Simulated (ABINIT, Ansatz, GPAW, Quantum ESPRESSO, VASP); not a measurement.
# One calculation of CaB2, 5 ways

```
CELL_PARAMETERS angstrom
3.22643 0.00000 0.00000
-1.61322 2.79417 0.00000
0.00000 0.00000 4.06739
ATOMIC_POSITIONS crystal
Ca 0.99764 0.99966 0.99961
B 0.66869 0.33058 0.49819
B 0.34499 0.67381 0.50784
```

The cell comes from a database or a generator and needn't be the stable form of this composition.

Atoms were shifted at random by some hundredths of an Å from the given cell, which wasn't relaxed again for these runs.

Alike in all runs: task single point; functional PBE; k mesh 9 × 9 × 7; occupations fermi-dirac, width 0.05 eV; no spin polarisation; no spin-orbit coupling. Pressure is positive in compression and, in plane waves, holds the error of the finite cutoff, which Ansatz's Pulay term estimates and takes out.

```json
{"program and potentials": "Ansatz, Ansatz PAW", "plane-wave cutoff (eV)": "420", "notes": "Pulay term of +0.12 GPa included", "pressure (GPa)": "-0.32", "largest force (eV/Å)": "0.388", "energy over the undisturbed cell (meV/atom)": "3.10"}
{"program and potentials": "VASP, PBE PAW files B, Ca_sv, 520 eV", "plane-wave cutoff (eV)": "520", "notes": "-", "pressure (GPa)": "-0.03", "largest force (eV/Å)": "0.390", "energy over the undisturbed cell (meV/atom)": "-"}
{"program and potentials": "GPAW, GPAW PAW data sets (gpaw-data 1.2.1)", "plane-wave cutoff (eV)": "800", "notes": "-", "pressure (GPa)": "0.00", "largest force (eV/Å)": "0.393", "energy over the undisturbed cell (meV/atom)": "3.15"}
{"program and potentials": "Quantum ESPRESSO, SSSP 1.3 efficiency PBE", "plane-wave cutoff (eV)": "748", "notes": "-", "pressure (GPa)": "-0.46", "largest force (eV/Å)": "0.388", "energy over the undisturbed cell (meV/atom)": "3.09"}
{"program and potentials": "ABINIT, JTH PAW PBE v2.0", "plane-wave cutoff (eV)": "517", "notes": "-", "pressure (GPa)": "-0.62", "largest force (eV/Å)": "0.388", "energy over the undisturbed cell (meV/atom)": "3.11"}
```

Force on atom 3 (B), eV/Å:

```json
{"program and potentials": "Ansatz, Ansatz PAW", "x": "-0.088", "y": "-0.062", "z": "-0.373"}
{"program and potentials": "VASP, PBE PAW files B, Ca_sv, 520 eV", "x": "-0.088", "y": "-0.063", "z": "-0.374"}
{"program and potentials": "GPAW, GPAW PAW data sets (gpaw-data 1.2.1)", "x": "-0.091", "y": "-0.063", "z": "-0.377"}
{"program and potentials": "Quantum ESPRESSO, SSSP 1.3 efficiency PBE", "x": "-0.086", "y": "-0.057", "z": "-0.374"}
{"program and potentials": "ABINIT, JTH PAW PBE v2.0", "x": "-0.088", "y": "-0.064", "z": "-0.373"}
```

The pressure spans -0.62 (ABINIT, JTH PAW PBE v2.0) to 0.00 GPa (GPAW, GPAW PAW data sets (gpaw-data 1.2.1)).

The functional is the same throughout but for its coding, so the spread measures potentials, basis and numerics; runs on potential files found faulty are left out.
